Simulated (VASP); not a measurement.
A calculation with VASP 6.6.1 of LiPm3 (native input, structure from a POSCAR):

Contents of INCAR:

```
ALGO = Normal
EDIFF = 1E-6
ENCUT = 600
GGA = PE
ISIF = 2
ISMEAR = 0
ISPIN = 2
LASPH = T
LCHARG = F
LMAXMIX = 6
LORBIT = 11
LREAL = F
LWAVE = F
MAGMOM = 4 4 4 0
NBANDS = 30
NELM = 100
PREC = Accurate
SIGMA = 0.02
```

File KPOINTS:

```
k-points
0
Gamma
  6 6 6
```

The input POSCAR:

```
LiPm3
1.0
    4.9989420000      0.0000000000      0.0000000000
    0.0000000000      4.9989420000      0.0000000000
    0.0000000000      0.0000000000      4.9989420000
Pm Li
3 1
Cartesian
    0.0000000000      2.4994710000      2.4994710000
    2.4994710000      0.0000000000      2.4994710000
    2.4994710000      2.4994710000      0.0000000000
    0.0000000000      0.0000000000      0.0000000000
```

Potentials or basis: VASP PAW PBE potentials, release 64 (Pm_3, Li_sv), 4f in core.

Run with:

```bash
$ cat potpaw_PBE.64/Pm_3/POTCAR potpaw_PBE.64/Li_sv/POTCAR > POTCAR
$ mpirun -np 1 vasp_std > vasp.out
```

The cell comes from a database or a generator and needn't be the stable form of this composition.

Task: Write the same calculation in another form: ASE script, structure from a CIF.

Result: As run:

run.py

```python
from ase.calculators.vasp import Vasp
from ase.dft.bandgap import bandgap
from ase.io import read

atoms = read('LiPm3.cif', primitive_cell=True, subtrans_included=False)
atoms.set_initial_magnetic_moments([4.0, 4.0, 4.0, 0.0])
calc = Vasp(
    directory='calc',
    xc='pbe',
    pp='PBE',
    setups={'base': 'minimal', 'Pm': '_3', 'Li': '_sv'},
    prec='Accurate',
    encut=600,
    ediff=1e-06,
    ismear=0,
    sigma=0.02,
    lreal=False,
    lasph=True,
    nelm=150,
    algo='Fast',
    isif=2,
    lwave=False,
    lcharg=False,
    ispin=2,
    lorbit=11,
    lmaxmix=6,
    kpts=[6, 6, 6],
    gamma=True,
)
atoms.calc = calc

print('energy (eV):', atoms.get_potential_energy())
print('free energy (eV):', atoms.get_potential_energy(force_consistent=True))
print('forces (eV/A):')
print(atoms.get_forces())
print('stress (eV/A^3, Voigt):', atoms.get_stress())
print('Fermi level (eV):', calc.get_fermi_level())
print('moment (muB):', atoms.get_magnetic_moment())
print('site moments (muB):', atoms.get_magnetic_moments())
gap, top, bottom = bandgap(calc)
print('band gap (eV):', gap, 'from (spin, k, band)', top, 'to', bottom)
```

Contents of LiPm3.cif:

```cif
data_LiPm3
_cell_length_a 4.99894200
_cell_length_b 4.99894200
_cell_length_c 4.99894200
_cell_angle_alpha 90.00000000
_cell_angle_beta 90.00000000
_cell_angle_gamma 90.00000000
_space_group_name_H-M_alt 'Pm-3m'
_space_group_name_Hall '-P 4 2 3'
_space_group_IT_number 221
loop_
_space_group_symop_operation_xyz
'x,y,z'
'-x,-y,-z'
'-y,x,z'
'y,-x,-z'
'-x,-y,z'
'x,y,-z'
'y,-x,z'
'-y,x,-z'
'x,-y,-z'
'-x,y,z'
'-y,-x,-z'
'y,x,z'
'-x,y,-z'
'x,-y,z'
'y,x,-z'
'-y,-x,z'
'z,x,y'
'-z,-x,-y'
'z,-y,x'
'-z,y,-x'
'z,-x,-y'
'-z,x,y'
'z,y,-x'
'-z,-y,x'
'-z,x,-y'
'z,-x,y'
'-z,-y,-x'
'z,y,x'
'-z,-x,y'
'z,x,-y'
'-z,y,x'
'z,-y,-x'
'y,z,x'
'-y,-z,-x'
'x,z,-y'
'-x,-z,y'
'-y,z,-x'
'y,-z,x'
'-x,z,y'
'x,-z,-y'
'-y,-z,x'
'y,z,-x'
'-x,-z,-y'
'x,z,y'
'y,-z,-x'
'-y,z,x'
'x,-z,y'
'-x,z,-y'
loop_
_atom_site_label
_atom_site_type_symbol
_atom_site_symmetry_multiplicity
_atom_site_Wyckoff_symbol
_atom_site_fract_x
_atom_site_fract_y
_atom_site_fract_z
_atom_site_occupancy
Pm1 Pm 3 c 0.0000000000 0.5000000000 0.5000000000 1
Li1 Li 1 a 0.0000000000 0.0000000000 0.0000000000 1
```

Potentials or basis: VASP PAW PBE potentials, release 64 (Pm_3, Li_sv), 4f in core.

Command:

```bash
$ python run.py
```

Both were run:

|  | native input, structure from a POSCAR | ASE script, structure from a CIF |
| --- | --- | --- |
| Pressure | -0.1 GPa | -0.1 GPa |
| Band gap on the k mesh | none (metal or under the smearing width) | none (metal or under the smearing width) |
| Net moment | 0.00 μB per cell | 0.00 μB per cell |
| Valence electrons inside the program's atomic spheres | Pm 9.45; Li 2.08 | Pm 9.45; Li 2.08 |

Keys that steer only the numerical path or the files written may differ.

Caveat: the cutoff is under 1.25 times the usual one of these potentials, so pressure, stress and relaxed cells hold a basis-set (Pulay) error; the magnetic or orbital state may not be the lowest; spin-orbit coupling is left out, which moves the levels of the heavy elements; the 4f electrons are frozen in the core as for a trivalent ion, so they carry no moment and show no levels.
